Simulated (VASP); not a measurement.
Method: AM05 GGA, VASP's PBE PAW potentials (set 64) (plane waves; VASP 6.6.1).

VASP ran on this input.

INCAR:
```
! general
SYSTEM  = HfO2
PREC    = Accurate
ENCUT   = 520
LREAL   = .FALSE.
LASPH   = .TRUE.

! electronic loop
EDIFF   = 1E-7
NELM    = 100
ALGO    = Normal
LMAXMIX = 6

! smearing
ISMEAR  = -5

! functional
GGA     = AM

! ions
ISIF    = 2

! output
LWAVE   = .FALSE.
LCHARG  = .TRUE.
LORBIT  = 11
NEDOS   = 601

! other
LEFG    = .TRUE.
```

POSCAR:
```
HfO2
1
    0.0000000000     2.5100409942     2.5100409942
    2.5100409942     0.0000000000     2.5100409942
    2.5100409942     2.5100409942     0.0000000000
Hf O
1 2
Direct
  0.0000000000   0.0000000000   0.0000000000
  0.2500000000   0.2500000000   0.2500000000
  0.7500000000   0.7500000000   0.7500000000
```

File KPOINTS:
```
Automatic mesh
0
Gamma
9 9 9
0 0 0
```

POTCAR, in this order: Hf_pv O (PBE.64 set). Program: vasp_std.

The resulting files:

**OUTCAR**
```
 ion  position               nearest neighbor table
   1  0.000  0.000  0.000-   3 2.17   3 2.17   3 2.17   2 2.17   3 2.17   2 2.17   2 2.17   2 2.17
  LATTYP: Found a face centered cubic cell.
 ALAT       =     5.0200819884
 Subroutine PRICEL returns:
 Original cell was already a primitive cell.
 Subroutine GETGRP returns: Found 48 space group operations
The static configuration has the point symmetry O_h .
The dynamic configuration has the point symmetry O_h .
 Subroutine INISYM returns: Found 48 space group operations
 Subroutine IBZKPT returns following result:
 Found     35 irreducible k-points:

 Following reciprocal coordinates:
            Coordinates               Weight
  0.000000  0.000000  0.000000      1.000000
  0.111111  0.000000  0.000000      8.000000
  0.222222  0.000000  0.000000      8.000000
  0.333333  0.000000  0.000000      8.000000
  0.444444  0.000000  0.000000      8.000000
  0.111111  0.111111  0.000000      6.000000
  0.222222  0.111111  0.000000     24.000000
  0.333333  0.111111  0.000000     24.000000
  0.444444  0.111111  0.000000     24.000000
 -0.444444  0.111111  0.000000     24.000000
 -0.333333  0.111111  0.000000     24.000000
 -0.222222  0.111111  0.000000     24.000000
 -0.111111  0.111111  0.000000     12.000000
  0.222222  0.222222  0.000000      6.000000
  0.333333  0.222222  0.000000     24.000000
  0.444444  0.222222  0.000000     24.000000
 -0.444444  0.222222  0.000000     24.000000
 -0.333333  0.222222  0.000000     24.000000
 -0.222222  0.222222  0.000000     12.000000
  0.333333  0.333333  0.000000      6.000000
  0.444444  0.333333  0.000000     24.000000
 -0.444444  0.333333  0.000000     24.000000
 -0.333333  0.333333  0.000000     12.000000
  0.444444  0.444444  0.000000      6.000000
 -0.444444  0.444444  0.000000     12.000000
  0.333333  0.222222  0.111111     24.000000
  0.444444  0.222222  0.111111     48.000000
 -0.444444  0.222222  0.111111     48.000000
  0.444444  0.333333  0.111111     24.000000
 -0.444444  0.333333  0.111111     48.000000
 -0.333333  0.333333  0.111111     48.000000
 -0.222222  0.333333  0.111111     24.000000
 -0.444444  0.444444  0.111111     24.000000
 -0.333333  0.444444  0.111111     24.000000
 -0.333333  0.444444  0.222222     24.000000
   k-points           NKPTS =     35   k-points in BZ     NKDIM =     35   number of bands    NBANDS=     15
   number of dos      NEDOS =    601   number of ions     NIONS =      3
   total plane-waves  NPLWV =  21952
   dimension x,y,z NGX =    28 NGY =   28 NGZ =   28
   dimension x,y,z NGXF=    56 NGYF=   56 NGZF=   56
   ions per type =               1   2
   PREC   = accura    normal or accurate (medium, high low for compatibility)
   ISTART =      0    job   : 0-new  1-cont  2-samecut
   ICHARG =      2    charge: 1-file 2-atom 10-const
   ISPIN  =      1    spin polarized calculation?
   LNONCOLLINEAR =      F non collinear calculations
   LSORBIT =      F    spin-orbit coupling
   INIWAV =      1    electr: 0-lowe 1-rand  2-diag
   ENCUT  =  520.0 eV  38.22 Ry    6.18 a.u.   6.60  6.60  6.60*2*pi/ulx,y,z
   NELM   =    100;   NELMIN=  2; NELMDL= -5     # of ELM steps
   EDIFF  = 0.1E-06   stopping-criterion for ELM
   LREAL  =      F    real-space projection
   NLSPLINE    = F    spline interpolate recip. space projectors
   LMAXMIX     =    6 max onsite mixed and CHGCAR
   VOSKOWN=      0    Vosko Wilk Nusair interpolation
   EDIFFG = 0.1E-05   stopping-criterion for IOM
   NSW    =      0    number of steps for IOM
   NBLOCK =      1;   KBLOCK =      1    inner block; outer block
   IBRION =     -1    ionic relax: 0-MD 1-quasi-New 2-CG
   NFREE  =      0    steps in history (QN), initial steepest desc. (CG)
...
```

File OSZICAR:
```
       N       E                     dE             d eps       ncg     rms          rms(c)
DAV:   1     0.100639486609E+03    0.10064E+03   -0.13153E+04  1050   0.146E+03
DAV:   2    -0.323647190240E+02   -0.13300E+03   -0.13174E+03  1358   0.324E+02
DAV:   3    -0.360030638144E+02   -0.36383E+01   -0.36359E+01  1337   0.528E+01
DAV:   4    -0.360219867850E+02   -0.18923E-01   -0.18921E-01  1316   0.414E+00
DAV:   5    -0.360221420747E+02   -0.15529E-03   -0.15529E-03  1323   0.335E-01    0.529E+01
DAV:   6    -0.310754696987E+02    0.49467E+01   -0.25857E+01  1176   0.362E+01    0.455E+01
DAV:   7    -0.309647267887E+02    0.11074E+00   -0.69388E-01  1316   0.793E+00    0.289E+01
DAV:   8    -0.309389836798E+02    0.25743E-01   -0.17493E-01  1351   0.441E+00    0.492E+00
DAV:   9    -0.309303690818E+02    0.86146E-02   -0.31734E-02  1260   0.164E+00    0.174E+00
DAV:  10    -0.309304540531E+02   -0.84971E-04   -0.40017E-03  1343   0.504E-01    0.340E-01
DAV:  11    -0.309304416865E+02    0.12367E-04   -0.24188E-04  1274   0.134E-01    0.221E-01
DAV:  12    -0.309304605925E+02   -0.18906E-04   -0.66539E-05  1352   0.599E-02    0.464E-02
DAV:  13    -0.309304614593E+02   -0.86686E-06   -0.20058E-06  1302   0.117E-02    0.171E-02
DAV:  14    -0.309304615343E+02   -0.75009E-07   -0.55311E-07  1225   0.605E-03
   1 F= -.30930462E+02 E0= -.30930462E+02  d E =0.000000E+00
```

File OUTCAR:
```
------------------------ aborting loop because EDIFF is reached ----------------------------------------
  FORCE on cell =-STRESS in cart. coord.  units (eV):
  Direction    XX          YY          ZZ          XY          YZ          ZX
  --------------------------------------------------------------------------------------
  Total       -0.0239258     -0.0239258     -0.0239258      0.0000000      0.0000000     -0.0000000
  in kB       -1.2120052     -1.2120052     -1.2120052      0.0000000      0.0000000     -0.0000000
  external PRESSURE =      -1.2120052 kB  Pullay stress =       0.0000000 kB
  volume of cell :       31.63
      direct lattice vectors                 reciprocal lattice vectors
     0.000000000  2.510040994  2.510040994    -0.199199934  0.199199934  0.199199934
     2.510040994  0.000000000  2.510040994     0.199199934 -0.199199934  0.199199934
     2.510040994  2.510040994  0.000000000     0.199199934  0.199199934 -0.199199934
 POSITION                                       TOTAL-FORCE (eV/Angst)
 -----------------------------------------------------------------------------------
      0.00000      0.00000      0.00000         0.000000     -0.000000      0.000000
      1.25502      1.25502      1.25502        -0.000000     -0.000000     -0.000000
      3.76506      3.76506      3.76506         0.000000      0.000000      0.000000
 -----------------------------------------------------------------------------------
    total drift:                                0.000000      0.000000      0.000000
  FREE ENERGIE OF THE ION-ELECTRON SYSTEM (eV)
  ---------------------------------------------------
  free  energy   TOTEN  =       -30.9304615343 eV

  energy  without entropy=      -30.9304615343  energy(sigma->0) =      -30.93046153

 total charge

# of ion       s       p       d       tot
------------------------------------------
    1        0.304   6.619   1.431   8.354
    2        1.559   3.554   0.000   5.112
    3        1.559   3.554   0.000   5.112
--------------------------------------------------
tot          3.421  13.726   1.431  18.578

 Electric field gradients after diagonalization (V/A^2)
 (convention: |V_zz| > |V_xx| > |V_yy|)
----------------------------------------------------------------------
 ion       V_xx      V_yy      V_zz     asymmetry (V_yy - V_xx)/ V_zz
----------------------------------------------------------------------
   1      -0.000    -0.000     0.001       0.000
   2       0.002     0.002    -0.005       0.000
   3       0.002     0.002    -0.005       0.000
```
(Selected blocks of OUTCAR.)

The compound is HfO2 in the fluorite structure, the high-temperature cubic form, which is unstable at 0 K; the monoclinic form is the stable one. It was relaxed first.
